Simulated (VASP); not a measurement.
An input for Quantum ESPRESSO's pw.x (written as the equivalent of a VASP run, and not itself run):

```
&CONTROL
  calculation = 'scf'
  pseudo_dir = './pseudo'
  outdir = './out'
  tprnfor = .true.
  tstress = .true.
/
&SYSTEM
  ibrav = 0
  nat = 4
  ntyp = 1
  ecutwfc = 76
  occupations = 'tetrahedra'
  input_dft = 'pbesol'
/
&ELECTRONS
  conv_thr = 7.3e-09
  electron_maxstep = 100
/
ATOMIC_SPECIES
  Au 196.967 Au.upf
CELL_PARAMETERS angstrom
     2.8735067    0.0000000   -0.0000000
    -1.4367538    2.4885305   -0.0000000
    -0.0000000    0.0000000    9.4939497
ATOMIC_POSITIONS crystal
  Au   0.0000000  0.0000000  0.0000000
  Au   0.0000000  0.0000000  0.5000000
  Au   0.3333330  0.6666670  0.2500000
  Au   0.6666670  0.3333330  0.7500000
K_POINTS automatic
  14 14 4 0 0 0
```

Problem. Translate this input to VASP (INCAR, KPOINTS, POSCAR, choice of POTCAR).

Solution. One answer among several that fit: 
File KPOINTS:
```
Automatic mesh
0
Gamma
14 14 4
0 0 0
```

### POSCAR
```
Au
1
    2.8735067046     0.0000000051    -0.0000000000
   -1.4367538434     2.4885304691    -0.0000000000
   -0.0000000000     0.0000000000     9.4939497092
Au
4
Direct
  0.0000000000   0.0000000000   0.0000000000
  0.0000000000   0.0000000000   0.5000000000
  0.3333330000   0.6666670000   0.2500000000
  0.6666670000   0.3333330000   0.7500000000
```

INCAR:
```
ALGO  =  Normal
EDIFF  =  1E-7
ENCUT  =  400
GGA  =  PS
ISIF  =  2
ISMEAR  =  -5
LASPH  =  .TRUE.
LCHARG  =  .TRUE.
LEFG  =  .TRUE.
LMAXMIX  =  6
LORBIT  =  11
LREAL  =  .FALSE.
LWAVE  =  .FALSE.
NEDOS  =  601
NELM  =  100
PREC  =  Accurate
SYSTEM  =  Au
```

POTCAR, in this order: Au (PBE.64 set). Program: vasp_std.

The two are equivalent in intent, not identical: the potentials are each code's own (VASP's PAW set, PseudoDojo norm-conserving files in pw.x), so ENCUT and ecutwfc are chosen apart and not converted; conv_thr bounds pw.x's estimated SCF error, while EDIFF bounds the energy change between steps; the field gradients of LEFG aren't asked of the other code.

The structure was generated: Au was put into the dhcp type (P6_3/mmc), which need not be its known phase. It was relaxed first.
